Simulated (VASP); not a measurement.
# Mg2CdS3 (Cmc2_1) in VASP: further runs, part 2 of 2

VASP 6.6.1. Earlier steps stand in the parts before.

## 3. Relaxation of cell and atoms, PBE

This run uses another cell than the first one, of 24.01 Å³/atom, 0.997 times its volume.

Contents of INCAR:

```
  PREC = Accurate
  ENCUT = 520
  EDIFF = 1E-7
  ISMEAR = 0
  SIGMA = 0.03
  LREAL = F
  LASPH = T
  NELM = 120
  ALGO = Normal
  ISIF = 3
  LWAVE = F
  LCHARG = F
  GGA = PE
  IBRION = 2
  NSW = 60
  EDIFFG = -0.005
  POTIM = 0.3
  KPAR = 4
```

Contents of KPOINTS:

```
Automatic mesh
0
Gamma
  4 4 4
```

Contents of POSCAR:

```
Mg2CdS3                                 
1.0
    6.1393083175     -3.5442412509      0.0000000000
    6.1393083175      3.5442412509      0.0000000000
    0.0000000000      0.0000000000      6.6209068568
  Mg              Cd              S             
     4     2     6
Direct
     0.4971609684966317    0.1664420612934626    0.4987660738571041
     0.5028390315033683    0.8335579387065374    0.9987660738571043
     0.1664420612934626    0.4971609684966317    0.9987660738571043
     0.8335579387065374    0.5028390315033683    0.4987660738571041
     0.1700342653811411    0.8299657346188590    0.4975088667300071
     0.8299657346188590    0.1700342653811411    0.9975088667300070
     0.1773603597417901    0.8226396402582098    0.8868530134008263
     0.4888315463505555    0.1667040645184053    0.8715906560774801
     0.5111684536494445    0.8332959354815948    0.3715906560774802
     0.8226396402582098    0.1773603597417901    0.3868530134008264
     0.1667040645184053    0.4888315463505555    0.3715906560774802
     0.8332959354815948    0.5111684536494445    0.8715906560774801
```

Potentials or basis: VASP PAW PBE potentials, release 64 (Mg, Cd, S).

The run is started by

```
cat potpaw_PBE.64/Mg/POTCAR potpaw_PBE.64/Cd/POTCAR potpaw_PBE.64/S/POTCAR > POTCAR
mpirun -np 4 vasp_std > vasp.out
```

OUTCAR:

```text
PREC = Accurate
   ENCUT = 520
   EDIFF = 1E-7
   ISMEAR = 0
   LREAL = F
   LASPH = T
   NELM = 120
   ISIF = 3
   GGA = PE
   IBRION = 2
   NSW = 60
   EDIFFG = -0.005
   POTIM = 0.3

 ion  position               nearest neighbor table
   1  0.497  0.166  0.499-  10 2.46   9 2.46  11 2.46   8 2.47
   2  0.503  0.834  0.999-   7 2.46   8 2.46  12 2.46   9 2.47
   3  0.166  0.497  0.999-   7 2.46  12 2.46   8 2.46  11 2.47
   4  0.834  0.503  0.499-  10 2.46  11 2.46   9 2.46  12 2.47
   5  0.170  0.830  0.498-  10 2.57   9 2.57  11 2.57   7 2.58
   6  0.830  0.170  0.998-   7 2.57   8 2.57  12 2.57  10 2.58
   7  0.177  0.823  0.887-   2 2.46   3 2.46   6 2.57   5 2.58
   8  0.489  0.167  0.872-   2 2.46   3 2.46   1 2.47   6 2.57
   9  0.511  0.833  0.372-   1 2.46   4 2.46   2 2.47   5 2.57
  10  0.823  0.177  0.387-   1 2.46   4 2.46   5 2.57   6 2.58
  11  0.167  0.489  0.372-   4 2.46   1 2.46   3 2.47   5 2.57
  12  0.833  0.511  0.872-   3 2.46   2 2.46   4 2.47   6 2.57

  LATTYP: Found a base centered orthorhombic cell.
 ALAT       =     7.0884825018
 B/A-ratio  =     1.7321925577
 C/A-ratio  =     0.9340372717

  Lattice vectors:

 A1 = (  -6.1393083175,  -3.5442412509,   0.0000000000)
 A2 = (   6.1393083175,  -3.5442412509,   0.0000000000)
 A3 = (   0.0000000000,   0.0000000000,   6.6209068568)

Analysis of symmetry for initial positions (statically):
=====================================================================
 Subroutine PRICEL returns:
 Original cell was already a primitive cell.

 Routine SETGRP: Setting up the symmetry group for a
 base centered orthorhombic supercell.

 Subroutine GETGRP returns: Found  4 space group operations
 (whereof  2 operations were pure point group operations)
 out of a pool of  8 trial point group operations.

The static configuration has the point symmetry C_1h.
 The point group associated with its full space group is C_2v.

Analysis of symmetry for dynamics (positions and initial velocities):
=====================================================================
 Subroutine PRICEL returns:
 Original cell was already a primitive cell.

 Routine SETGRP: Setting up the symmetry group for a
 base centered orthorhombic supercell.

 Subroutine GETGRP returns: Found  4 space group operations
 (whereof  2 operations were pure point group operations)
 out of a pool of  8 trial point group operations.

The dynamic configuration has the point symmetry C_1h.
 The point group associated with its full space group is C_2v.

 Subroutine INISYM returns: Found  4 space group operations
 (whereof  2 operations are pure point group operations),
 and found     1 'primitive' translations

----------------------------------------------------------------------------------------

                                     Primitive cell

  volume of cell :     288.1311

  direct lattice vectors                    reciprocal lattice vectors
     6.139308318 -3.544241251  0.000000000     0.081442399 -0.141073918  0.000000000
     6.139308318  3.544241251  0.000000000     0.081442399  0.141073918  0.000000000
     0.000000000  0.000000000  6.620906857     0.000000000  0.000000000  0.151036712

  length of vectors
     7.088917595  7.088917595  6.620906857     0.162894797  0.162894797  0.151036712

  position of ions in fractional coordinates (direct lattice)
     0.497160968  0.166442061  0.498766074
     0.502839032  0.833557939  0.998766074
     0.166442061  0.497160968  0.998766074
     0.833557939  0.502839032  0.498766074
     0.170034265  0.829965735  0.497508867
     0.829965735  0.170034265  0.997508867
     0.177360360  0.822639640  0.886853013
     0.488831546  0.166704065  0.871590656
[... 43 lines left out ...]

 Found     21 irreducible k-points:

 Following reciprocal coordinates:
            Coordinates               Weight
  0.000000  0.000000  0.000000      1.000000
  0.250000  0.000000  0.000000      4.000000
  0.500000  0.000000  0.000000      2.000000
  0.250000  0.250000  0.000000      2.000000
  0.500000  0.250000  0.000000      4.000000
 -0.250000  0.250000  0.000000      2.000000
[... 13 lines left out ...]
 -0.250000  0.250000  0.500000      2.000000
  0.500000  0.500000  0.500000      1.000000
   k-points           NKPTS =     21   k-points in BZ     NKDIM =     21   number of bands    NBANDS=     41
   number of dos      NEDOS =    301   number of ions     NIONS =     12
   total plane-waves  NPLWV = 145800
   dimension x,y,z NGX =    54 NGY =   54 NGZ =   50
   dimension x,y,z NGXF=   108 NGYF=  108 NGZF=  100
   ions per type =               4   2   6
   NGX,Y,Z   is equivalent  to a cutoff of  12.66, 12.66, 12.55 a.u.
   NGXF,Y,Z  is equivalent  to a cutoff of  25.33, 25.33, 25.11 a.u.
 SYSTEM =  unknown system
   PREC   = accura    normal or accurate (medium, high low for compatibility)
   ISTART =      0    job   : 0-new  1-cont  2-samecut
   ICHARG =      2    charge: 1-file 2-atom 10-const
   ISPIN  =      1    spin polarized calculation?
   LNONCOLLINEAR =      F non collinear calculations
   LSORBIT =      F    spin-orbit coupling
   LASPH  =      T    aspherical Exc in radial PAW
   ENCUT  =  520.0 eV  38.22 Ry    6.18 a.u.  13.18 13.18 12.31*2*pi/ulx,y,z
   NELM   =    120;   NELMIN=  2; NELMDL= -5     # of ELM steps
   EDIFF  = 0.1E-06   stopping-criterion for ELM
   LREAL  =      F    real-space projection
   EDIFFG = -.5E-02   stopping-criterion for IOM
   NSW    =     60    number of steps for IOM
   IBRION =      2    ionic relax: 0-MD 1-quasi-New 2-CG
   NFREE  =      1    steps in history (QN), initial steepest desc. (CG)
   ISIF   =      3    stress and relaxation
   ISYM   =      2    0-nonsym 1-usesym 2-fastsym
   POTIM  = 0.3000    time-step for ionic-motion
   TEBEG  =    0.0;   TEEND  =   0.0 temperature during run
   PSTRESS=    0.0 pullay stress
   NELECT =      68.0000    total number of electrons
   NUPDOWN=      -1.0000    fix difference up-down
   EMIN   =  10.00;   EMAX   =-10.00  energy-range for DOS
   EFERMI =   0.00;   METHOD = LEGACY
   ISMEAR =     0;   SIGMA  =   0.03  broadening in eV -4-tet -1-fermi 0-gaus
   EFERMI_NEDOS =   21; number of points for ismear=-14 and -15
   IALGO  =     38    algorithm
   IMIX   =      4    mixing-type and parameters
     AMIX     =   0.40;   BMIX     =  1.00
     AMIX_MAG =   1.60;   BMIX_MAG =  1.00
  volume/ion in A,a.u.               =      24.01       162.03
  Fermi-wavevector in a.u.,A,eV,Ry     =   1.011691  1.911818 13.925807  1.023518
  Thomas-Fermi vector in A             =   2.144755
   LORBIT       =      0    0 simple, 1 ext, 2 COOP (PROOUT), +10 PAW based schemes
   GGA     = PE    functional components
   LHFCALC =     F    Hartree Fock is set to
   AEXX    =    0.0000 exact exchange contribution
   IVDW    =     0    specifies the selected vdW correction
   LEPSILON=     F    determine dielectric tensor
   LRPA    =     F    only Hartree local field effects (RPA)
 conjugate gradient relaxation of ions
 non-spin polarized calculation
 Gauss-broadening in eV      SIGMA  =   0.03
  energy-cutoff  :      520.00
  volume of cell :      288.13
 maximum number of plane-waves:      7812
 NGX is ok and might be reduce to    54
   NGX = 27   NGY = 27   NGZ = 25

--------------------------------------- Ionic step        1  -------------------------------------------

 number of electron      68.0000001 magnetization

 Free energy of the ion-electron system (eV)
  ---------------------------------------------------
  ext. energy  EPLUGINS =         0.00000000
  ---------------------------------------------------
  free energy    TOTEN  =       -46.25205531 eV

  energy without entropy =      -46.25205531  energy(sigma->0) =      -46.25205531

------------------------ aborting loop because EDIFF is reached ----------------------------------------

  FORCE on cell =-STRESS in cart. coord.  units (eV):
  Direction    XX          YY          ZZ          XY          YZ          ZX
  --------------------------------------------------------------------------------------
  -------------------------------------------------------------------------------------
  Total        0.0745880      0.0164179      0.0231800      0.0000000      0.0000000      0.0000000
  in kB        0.4147526      0.0912929      0.1288946      0.0000000      0.0000000      0.0000000
  external PRESSURE =       0.2116467 kB  Pullay stress =       0.0000000 kB
[... 263 lines left out ...]
--------------------------------------- Ionic step        7  -------------------------------------------

 number of electron      68.0000004 magnetization

 Free energy of the ion-electron system (eV)
  ---------------------------------------------------
  ext. energy  EPLUGINS =         0.00000000
  ---------------------------------------------------
  free energy    TOTEN  =       -46.25215135 eV

  energy without entropy =      -46.25215135  energy(sigma->0) =      -46.25215135

 E-fermi :   1.0868     XC(G=0):  -8.5447

 val. band max:        0.9426841764   @ k =   0.0000   0.0000   0.0000
 cond. band min:       3.5036335702   @ k =   0.0000   0.0000   0.0000
 fundamental gap:      2.5609493939
 Fermi energy:         1.0867717331

 k-point     1 :       0.0000    0.0000    0.0000
  band No.  band energies     occupation
      1     -10.5742      2.00000
      2     -10.0518      2.00000
      3      -9.9236      2.00000
      4      -9.8746      2.00000
      5      -9.8506      2.00000
      6      -9.8483      2.00000
[... 952 lines left out ...]
  FREE ENERGIE OF THE ION-ELECTRON SYSTEM (eV)
  ---------------------------------------------------
  free  energy   TOTEN  =       -46.2521513479 eV

  energy  without entropy=      -46.2521513479  energy(sigma->0) =      -46.25215135

 reached required accuracy - stopping structural energy minimisation
```

Run time: 3.3 min. Hardware: 4 MPI ranks of Intel Xeon 6975P-C (Granite Rapids), shared host; peak memory 0.53 GiB.

Results:

```
Free energy                            : -46.2522 eV
Relaxed volume                         : 24.02 Å³/atom
Relaxed cell                           : a = 7.090 Å, b = 7.090 Å, c = 6.622 Å, α = 90.00°, β = 90.00°, γ = 59.99°
Space group after relaxing (to 0.05 Å) : Cmc2_1 (No. 36)
Energy gained by relaxing              : 0.0 meV/atom
Ionic steps                            : 7
Pressure after relaxing                : 0.0 GPa
Largest force after relaxing           : 0.004 eV/Å
Band gap on the k mesh                 : 2.56 eV, direct
```

Forces in eV/Å, atoms in the order of the input:
```
Mg  -0.003  0.002  0.001
Mg   0.003 -0.002  0.001
Mg  -0.003 -0.002  0.001
Mg   0.003  0.002  0.001
Cd   0.000 -0.003  0.001
Cd   0.000  0.003  0.001
S    0.000  0.004  0.000
S    0.000  0.004 -0.001
S    0.000 -0.004 -0.001
S    0.000 -0.004  0.000
S    0.000 -0.004 -0.001
S    0.000  0.004 -0.001
```

Final structure:
```cif
data_structure
_symmetry_space_group_name_H-M 'P 1'
_symmetry_Int_Tables_number 1
_cell_length_a 7.0901
_cell_length_b 7.0901
_cell_length_c 6.6220
_cell_angle_alpha 90.000
_cell_angle_beta 90.000
_cell_angle_gamma 59.995
_cell_volume 288.27
loop_
_atom_site_label
_atom_site_type_symbol
_atom_site_fract_x
_atom_site_fract_y
_atom_site_fract_z
_atom_site_occupancy
Mg1 Mg 0.49743 0.16634 0.49856 1
Mg2 Mg 0.50257 0.83366 0.99856 1
Mg3 Mg 0.16634 0.49743 0.99856 1
Mg4 Mg 0.83366 0.50257 0.49856 1
Cd1 Cd 0.17023 0.82977 0.49796 1
Cd2 Cd 0.82977 0.17023 0.99796 1
S1 S 0.17700 0.82300 0.88709 1
S2 S 0.48876 0.16682 0.87145 1
S3 S 0.51124 0.83318 0.37145 1
S4 S 0.82300 0.17700 0.38709 1
S5 S 0.16682 0.48876 0.37145 1
S6 S 0.83318 0.51124 0.87145 1
```

Levels at points of the mesh, in eV from the valence-band top:
```
           k point  band 30  band 31  band 32  band 33  band 34  band 35  band 36  band 37  band 38  band 39
(0.00, 0.00, 0.00)    -0.48    -0.48    -0.03    -0.02     0.00     2.56     3.85     4.86     4.91     6.16
(0.50, 0.00, 0.00)    -0.55    -0.46    -0.46    -0.36    -0.34     4.04     4.12     4.99     5.11     5.55
(0.50, 0.50, 0.00)    -0.66    -0.50    -0.41    -0.37    -0.28     3.87     4.40     4.97     5.04     5.26
(0.00, 0.00, 0.50)    -0.50    -0.26    -0.26    -0.24    -0.24     3.94     3.94     5.30     5.30     5.52
(0.50, 0.00, 0.50)    -0.84    -0.77    -0.77    -0.60    -0.60     4.13     4.13     4.98     4.98     5.39
(0.50, 0.50, 0.50)    -0.76    -0.76    -0.76    -0.64    -0.64     4.14     4.14     4.98     4.98     5.36
```
